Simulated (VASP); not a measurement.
# NbAl3 with and without spin-orbit coupling, part 3 of 4

What does spin-orbit coupling change in NbAl3, and what does it cost? All runs use PBEsol. Left out of this account: 1 further run (self-consistent run: a reference on another mesh). The start is a computed cell from the Materials Project.

VASP 6.6.1, plane waves and PAW; the level of theory is named at each step.

So far. Step 3 (Band structure (PBEsol + SOC)): Of the bands kept, 4 cross the Fermi level on this path (spinor bands, one electron each). Step 4 (Total and projected DOS (PBEsol)): Of the states within 0.3 eV of the Fermi level, the largest shares in the PAW spheres are Nb d 53 %. The rest lies in smaller channels or between the spheres.

### 5. Total and projected DOS (PBEsol + SOC)

This step: PBEsol, spin-orbit coupling; plane waves and PAW (Al, Nb_sv) (VASP 6.6.1).

Here the states are counted by energy and projected on the atoms.

INCAR

```
SYSTEM = NbAl3
PREC = Accurate
ENCUT = 400
EDIFF = 1E-06
NELM = 100
ISMEAR = -5
SIGMA = 0.05
LREAL = .FALSE.
ALGO = Normal
GGA = PS
LNONCOLLINEAR = .TRUE.
MAGMOM = 0 0 0 0 0 0 0 0 0 0 0 0
NBANDS = 34
GGA_COMPAT = .FALSE.
LASPH = .TRUE.
LSORBIT = .TRUE.
LMAXMIX = 4
LORBIT = 11
LWAVE = .FALSE.
LCHARG = .FALSE.
KPAR = 4
NEDOS = 2001
```

POSCAR

```
NbAl3
1.0
    0.0000000000     -3.8339658454      0.0000000000
   -3.8339658454      0.0000000000      0.0000000000
    1.9169829227     -1.9169829227     -4.2924503537
Al Nb
3 1
Direct
    0.5000000000      0.5000000000      0.0000000000
    0.7500000000      0.7500000000      0.5000000000
    0.2500000000      0.2500000000      0.5000000000
    0.0000000000      0.0000000000      0.0000000000
```

KPOINTS

```
Automatic mesh
0
Gamma
8 8 8
0 0 0
```

PAW data sets: Al and Nb_sv (PBE family, release 64).

Started as:

```bash
$ mpirun -np 4 vasp_ncl
```

The program printed:

```text
[... set-up lines as in an earlier step ...]
 entering main loop
       N       E                     dE             d eps       ncg     rms          rms(c)
DAV:   1     0.116311140534E+03    0.11631E+03   -0.87394E+03  4148   0.964E+02
DAV:   2    -0.158353928528E+02   -0.13215E+03   -0.12653E+03  5256   0.313E+02
DAV:   3    -0.252998987197E+02   -0.94645E+01   -0.92424E+01  7104   0.632E+01
DAV:   4    -0.258027155287E+02   -0.50282E+00   -0.49950E+00  5984   0.132E+01
DAV:   5    -0.258201266489E+02   -0.17411E-01   -0.17387E-01  6418   0.254E+00    0.860E+00
DAV:   6    -0.251273582470E+02    0.69277E+00   -0.33672E+00  6182   0.139E+01    0.297E+00
DAV:   7    -0.250409658468E+02    0.86392E-01   -0.40452E-01  5672   0.426E+00    0.190E+00
DAV:   8    -0.250089806401E+02    0.31985E-01   -0.43493E-02  5618   0.167E+00    0.415E-01
DAV:   9    -0.250075878608E+02    0.13928E-02   -0.88518E-03  6718   0.671E-01    0.314E-01
DAV:  10    -0.250074751772E+02    0.11268E-03   -0.47432E-04  5794   0.221E-01    0.146E-01
DAV:  11    -0.250075181471E+02   -0.42970E-04   -0.37540E-04  6590   0.176E-01    0.412E-02
DAV:  12    -0.250074830834E+02    0.35064E-04   -0.44758E-05  5850   0.742E-02    0.127E-02
DAV:  13    -0.250074826808E+02    0.40264E-06   -0.23340E-06  5028   0.117E-02
   1 F= -.25007483E+02 E0= -.25007483E+02  d E =0.000000E+00  mag=     0.0000     0.0000    -0.0000
 [... a notice as in an earlier step ...]
```

It took 40 s on 4 MPI ranks of AMD EPYC 9R45, shared host; peak memory 1.4 GiB; 2.6 min of CPU time.

OUTCAR, selected parts (step 5):

```text
   NELECT =      22.0000    total number of electrons

 E-fermi :   9.4948

 k-point     1 :       0.0000    0.0000    0.0000
  band No.  band energies     occupation
    ...
     18       7.3816      1.00000
     19       7.3937      1.00000
     20       7.3937      1.00000
     21       9.5443      0.92966
     22       9.5443      0.92966
     23      11.0423      0.00000
     24      11.0423      0.00000
     25      11.1654      0.00000
     26      11.1654      0.00000
     27      11.3674      0.00000
    ...

  Total       -0.4623294     -0.4623294     -0.4041760      0.0000000     -0.0000000      0.0000000
  in kB      -11.7397890    -11.7397890    -10.2631175      0.0000000     -0.0000000      0.0000000
  external PRESSURE =     -11.2475652 kB  Pullay stress =       0.0000000 kB

 POSITION                                       TOTAL-FORCE (eV/Angst)
 -----------------------------------------------------------------------------------
     -1.91698     -1.91698      0.00000        -0.000000      0.000000      0.000000
     -1.91698     -3.83397     -2.14623         0.000000     -0.000000      0.000000
      0.00000     -1.91698     -2.14623        -0.000000      0.000000      0.000000
      0.00000      0.00000      0.00000        -0.000000      0.000000      0.000000
 -----------------------------------------------------------------------------------
    total drift:                                0.000000     -0.000000     -0.000000

  FREE ENERGIE OF THE ION-ELECTRON SYSTEM (eV)
  ---------------------------------------------------
  free  energy   TOTEN  =       -25.0074826808 eV

  energy  without entropy=      -25.0074826808  energy(sigma->0) =      -25.00748268

 Spin-Orbit-Coupling matrix elements
 Ion:    1  E_soc:     -0.0001890
 Ion:    2  E_soc:     -0.0002428
 Ion:    3  E_soc:     -0.0002428
 Ion:    4  E_soc:     -0.1732752

 magnetization (x)
# of ion       s       p       d       tot
------------------------------------------
    1        0.000   0.000   0.000   0.000
    2        0.000   0.000   0.000   0.000
    3        0.000   0.000   0.000   0.000
    4        0.000   0.000   0.000   0.000
--------------------------------------------------
tot          0.000   0.000   0.000   0.000

 magnetization (z)
# of ion       s       p       d       tot
------------------------------------------
    1       -0.000   0.000   0.000   0.000
    2        0.000   0.000   0.000   0.000
    3        0.000   0.000   0.000   0.000
    4        0.000  -0.000   0.000   0.000
--------------------------------------------------
tot         -0.000   0.000   0.000   0.000

[... 9 parts as in an earlier step ...]

[... 9 further parts left out ...]
```

This step gave:

- bands: 34
- free energy (TOTEN): -25.01 eV
- Fermi energy: 9.495 eV
- pressure: -1.125 GPa
- DOS at the Fermi level: 0.2069 states/eV/cell

On-site spin-orbit energy by atom:

```
atom  on-site spin-orbit energy (eV)
 Al1                           0.000
 Al2                           0.000
 Al3                           0.000
 Nb4                          -0.173
```

The density of states has structure finer than the step of the table below, so its rows give means over 0.5 eV, whole bins alone (the curve runs from -12.0 to 2.13 eV). Peaks (eV: height): total -2.15: 4.43, -1.34: 3.57, 1.33: 4.06, 1.67: 4.94; Nb d -2.15: 1.14, -1.34: 1.21, 1.33: 1.80, 1.67: 2.11; Al p -3.48: 0.217, -2.15: 0.523, 1.33: 0.263, 1.67: 0.328; Al s -7.69: 0.244, -6.76: 0.277, -4.95: 0.310, -2.95: 0.135; Nb p -2.68: 0.0477, -2.21: 0.0713, -1.54: 0.0446, 1.67: 0.051.

States under -12.0 eV and over 2.1 eV are left out. Density of states against energy, zero at the Fermi level; means over each step; values in states/eV/cell:

```csv
energy (eV),total,Nb d,Al p,Al s,Nb p,Nb s
-11.0,0,0,0,0,0,0
-10.5,0.0179,0,4.3e-5,0.00441,2.6e-5,8.0e-4
-10.0,0.230,6.9e-5,0.00201,0.0559,0.00101,0.00951
-9.5,0.388,7.2e-4,0.00645,0.0920,0.00313,0.0141
-9.0,0.540,0.00228,0.0129,0.125,0.00630,0.0161
-8.5,0.677,0.00565,0.0213,0.154,0.00984,0.0155
-8.0,0.813,0.0116,0.0315,0.179,0.0132,0.0146
-7.5,0.882,0.0209,0.0395,0.186,0.0141,0.0146
-7.0,0.922,0.0388,0.0502,0.180,0.0130,0.0138
-6.5,1.18,0.0611,0.0746,0.219,0.0164,0.0126
-6.0,0.953,0.0642,0.0676,0.162,0.0102,0.00929
-5.5,0.917,0.0704,0.0718,0.138,0.00903,0.0161
-5.0,1.47,0.126,0.105,0.225,0.0205,0.0294
-4.5,1.49,0.167,0.120,0.189,0.0184,0.0306
-4.0,1.08,0.139,0.104,0.102,0.0127,0.0215
-3.5,1.61,0.236,0.188,0.0940,0.0195,0.0292
-3.0,1.80,0.316,0.191,0.120,0.0298,0.0239
-2.5,2.47,0.516,0.292,0.0832,0.0436,0.0199
-2.0,3.65,0.981,0.419,0.0706,0.0489,0.0155
-1.5,3.21,0.992,0.333,0.0496,0.0396,0.0109
-1.0,2.15,0.812,0.188,0.0224,0.0191,0.00618
-0.5,1.31,0.638,0.0794,0.00700,0.00495,9.4e-4
0.0,0.364,0.192,0.0166,7.7e-4,0.00185,1.1e-4
0.5,0.690,0.281,0.0534,0.00966,0.00730,0.00435
1.0,2.73,1.09,0.198,0.0657,0.0235,0.0440
1.5,3.72,1.69,0.231,0.0642,0.0335,0.0709
```

The DOS at the Fermi level goes from 0.212 to 0.207 states/eV/cell, a number that is sensitive to the mesh. The run took 3.1 times the core time, with 34 spinor bands against 25. Of the states within 0.3 eV of the Fermi level, the largest shares in the PAW spheres are Nb d 53 %. The rest lies in smaller channels or between the spheres.

### 6. Relaxing cell and atoms (PBEsol)

This step: PBEsol; plane waves and PAW (Al, Nb_sv) (VASP 6.6.1).

Last, the cell itself: ISIF = 3 frees volume, shape and positions, first without the coupling.

INCAR

```
SYSTEM = NbAl3
PREC = Accurate
ENCUT = 400
EDIFF = 1E-06
NELM = 100
ISMEAR = -1
SIGMA = 0.05
LREAL = .FALSE.
ALGO = Normal
GGA = PS
NBANDS = 17
LASPH = .TRUE.
LORBIT = 11
LWAVE = .FALSE.
LCHARG = .FALSE.
KPAR = 4
IBRION = 2
NSW = 60
ISIF = 3
EDIFFG = -0.01
```

POSCAR is that of step 5.

KPOINTS is that of step 5.

Started as:

```bash
$ mpirun -np 4 vasp_std
```

The program printed:

```text
[... set-up lines as in an earlier step ...]
 entering main loop
       N       E                     dE             d eps       ncg     rms          rms(c)
DAV:   1     0.994642834080E+02    0.99464E+02   -0.90298E+03  2014   0.963E+02
DAV:   2    -0.205341192656E+02   -0.12000E+03   -0.11748E+03  2710   0.290E+02
DAV:   3    -0.256229887657E+02   -0.50889E+01   -0.50359E+01  3390   0.471E+01
DAV:   4    -0.257316277256E+02   -0.10864E+00   -0.10849E+00  2684   0.707E+00
DAV:   5    -0.257371410871E+02   -0.55134E-02   -0.55124E-02  3229   0.142E+00    0.857E+00
DAV:   6    -0.250515183864E+02    0.68562E+00   -0.46411E+00  3093   0.139E+01    0.298E+00
DAV:   7    -0.249579834351E+02    0.93535E-01   -0.45552E-01  2712   0.386E+00    0.189E+00
DAV:   8    -0.249239912743E+02    0.33992E-01   -0.53030E-02  2871   0.191E+00    0.349E-01
DAV:   9    -0.249231634247E+02    0.82785E-03   -0.51581E-03  3230   0.502E-01    0.223E-01
DAV:  10    -0.249230597769E+02    0.10365E-03   -0.62476E-04  2932   0.235E-01    0.604E-02
DAV:  11    -0.249230595195E+02    0.25748E-06   -0.31321E-05  3132   0.505E-02    0.229E-02
DAV:  12    -0.249230592987E+02    0.22079E-06   -0.12446E-05  2872   0.231E-02    0.821E-03
DAV:  13    -0.249230586707E+02    0.62799E-06   -0.10258E-06  1245   0.978E-03
   1 F= -.24923059E+02 E0= -.24921411E+02  d E =-.249231E+02
 curvature:   0.00 expect dE= 0.000E+00 dE for cont linesearch  0.000E+00
 trial: gam= 0.00000 g(F)=  0.197E-46 g(S)=  0.719E-02 ort = 0.000E+00 (trialstep = 0.100E+01)
 search vector abs. value=  0.719E-02
 bond charge predicted
       N       E                     dE             d eps       ncg     rms          rms(c)
DAV:   1    -0.249703928668E+02   -0.47334E-01   -0.12119E+00  2592   0.127E+01    0.162E+00
DAV:   2    -0.249295042767E+02    0.40889E-01   -0.32627E-01  2877   0.488E+00    0.504E-01
DAV:   3    -0.249234703227E+02    0.60340E-02   -0.20888E-02  2517   0.763E-01    0.238E-01
DAV:   4    -0.249228367821E+02    0.63354E-03   -0.89211E-03  3400   0.637E-01    0.164E-01
DAV:   5    -0.249231133528E+02   -0.27657E-03   -0.31326E-04  2301   0.142E-01    0.100E-01
DAV:   6    -0.249234301813E+02   -0.31683E-03   -0.73740E-04  3518   0.156E-01    0.148E-02
DAV:   7    -0.249234350989E+02   -0.49176E-05   -0.22933E-05  2336   0.328E-02    0.353E-03
DAV:   8    -0.249234349048E+02    0.19409E-06   -0.16530E-06  1924   0.118E-02
   2 F= -.24923435E+02 E0= -.24921857E+02  d E =-.376234E-03
 trial-energy change:   -0.000376  1 .order   -0.000326   -0.007194    0.006542
 step:   0.5292(harm=  0.5237)  dis= 0.00000  next Energy=   -24.924970 (dE=-0.191E-02)
 bond charge predicted
       N       E                     dE             d eps       ncg     rms          rms(c)
DAV:   1    -0.249353791310E+02   -0.11944E-01   -0.26776E-01  2590   0.596E+00    0.757E-01
DAV:   2    -0.249265279393E+02    0.88512E-02   -0.78782E-02  2891   0.237E+00    0.244E-01
DAV:   3    -0.249250290251E+02    0.14989E-02   -0.52170E-03  2459   0.375E-01    0.118E-01
DAV:   4    -0.249248561551E+02    0.17287E-03   -0.21600E-03  3429   0.299E-01    0.732E-02
DAV:   5    -0.249249094903E+02   -0.53335E-04   -0.75320E-05  2301   0.678E-02    0.467E-02
DAV:   6    -0.249249687858E+02   -0.59295E-04   -0.16096E-04  3586   0.739E-02    0.800E-03
DAV:   7    -0.249249687609E+02    0.24917E-07   -0.50798E-06  2235   0.156E-02
   3 F= -.24924969E+02 E0= -.24923358E+02  d E =-.191009E-02
 curvature:  -0.26 expect dE=-0.632E-06 dE for cont linesearch -0.141E-06
 trial: gam= 0.00000 g(F)=  0.957E-47 g(S)=  0.241E-05 ort =-0.623E-04 (trialstep = 0.906E+00)
 search vector abs. value=  0.241E-05
 reached required accuracy - stopping structural energy minimisation
```

Run time: 21 s. Hardware: 4 MPI ranks; peak memory 0.72 GiB; 79 s of CPU time.

OUTCAR, selected parts (step 6):

```text
   k-points           NKPTS =     59   k-points in BZ     NKDIM =     59   number of bands    NBANDS=     17

   NELECT =      22.0000    total number of electrons

 E-fermi :   9.6016

 k-point     1 :       0.0000    0.0000    0.0000
  band No.  band energies     occupation
    ...
      7       6.7390      2.00000
      8       6.8452      2.00000
      9       7.4718      2.00000
     10       7.4718      2.00000
     11       9.6327      0.69871
     12      11.2214      0.00000
     13      11.2214      0.00000
     14      11.5157      0.00000
     15      11.8185      0.00000
     16      14.0961      0.00000
    ...

  Total       -0.0000868     -0.0000868      0.0141425      0.0000000      0.0000000      0.0000000
  in kB       -0.0022227     -0.0022227      0.3621787      0.0000000      0.0000000      0.0000000
  external PRESSURE =       0.1192445 kB  Pullay stress =       0.0000000 kB

 POSITION                                       TOTAL-FORCE (eV/Angst)
 -----------------------------------------------------------------------------------
     -1.91112     -1.91112     -0.00000         0.000000      0.000000      0.000000
     -1.91112     -3.82224     -2.14114        -0.000000     -0.000000     -0.000000
      0.00000     -1.91112     -2.14114         0.000000      0.000000      0.000000
     -0.00000     -0.00000     -0.00000         0.000000      0.000000      0.000000
 -----------------------------------------------------------------------------------
    total drift:                                0.000000     -0.000000      0.000000

  FREE ENERGIE OF THE ION-ELECTRON SYSTEM (eV)
  ---------------------------------------------------
  free  energy   TOTEN  =       -24.9249687609 eV

  energy  without entropy=      -24.9217473421  energy(sigma->0) =      -24.92335805

 reached required accuracy - stopping structural energy minimisation

[... 6 parts as in an earlier step ...]

[... 10 further parts left out ...]
```

CONTCAR:

```
NbAl3
   1.00000000000000
     0.0000000000000000   -3.8222448391429440   -0.0000000000000000
    -3.8222448391429440    0.0000000000000000   -0.0000000000000000
     1.9111224195714720   -1.9111224195714720   -4.2822871282726789
  Al              Nb
     3     1
Direct
     0.5000000000000000    0.5000000000000000    0.0000000000000000
     0.7500000000000000    0.7500000000000000    0.5000000000000000
     0.2500000000000000    0.2500000000000000    0.5000000000000000
     0.0000000000000000    0.0000000000000000    0.0000000000000000
```

The run keeps the 16 symmetry operations of its start, so it cannot find a distortion of lower symmetry.

The steps of the relaxation:

| step | energy less that of the first step (eV) | largest force (eV/Å) | pressure (GPa) | volume (Å³) |
| --- | --- | --- | --- | --- |
| 1 | 0.0000 | 0.0000 | -1.12 | 63.10 |
| 2 | -0.0004 | 0.0000 | 1.04 | 62.09 |
| 3 | -0.0019 | 0.0000 | 0.01 | 62.56 |

```csv
"conventional cell, symmetrised",before,after,change
a (Å),3.834,3.822,-0.3 %
b (Å),3.834,3.822,-0.3 %
c (Å),8.585,8.565,-0.2 %
volume (Å³/atom),15.77,15.64,-0.8 %
```

The relaxed structure:

```xyz
4
Lattice="0.0000 -3.8222 0.0000 -3.8222 0.0000 0.0000 1.9111 -1.9111 -4.2823" Properties=species:S:1:pos:R:3 pbc="T T T"
Al   -1.9111   -1.9111    0.0000
Al   -1.9111   -3.8222   -2.1411
Al    0.0000   -1.9111   -2.1411
Nb    0.0000    0.0000    0.0000
```

Numbers from this step:

| Property | Result |
| --- | --- |
| bands | 17 |
| free energy (TOTEN) | -24.92 eV |
| energy at zero smearing | -24.92 eV |
| Fermi energy | 9.602 eV |
| pressure | 0.01192 GPa |
| SCF cycles over all ionic steps | 28 |

It ends with forces that vanish by symmetry and a pressure of 0.01 GPa.

(Part 3 of 4 ends here.)

[Lines on the potential files, build, host, timing and source positions are cut from VASP's logs without a mark.]

[Logs are printed without paths, hosts, clocks, repeated set-up lines and the standing remarks that a program may print on its own settings, such as how far it seeks lower states.]

[Hosts, paths, dates, database ids (printed as entryN), source tags and the programs' standing remarks are cut or masked in the printed files.]

[A measured line is paired with the nearest computed mode of its activity, which favours agreement.]
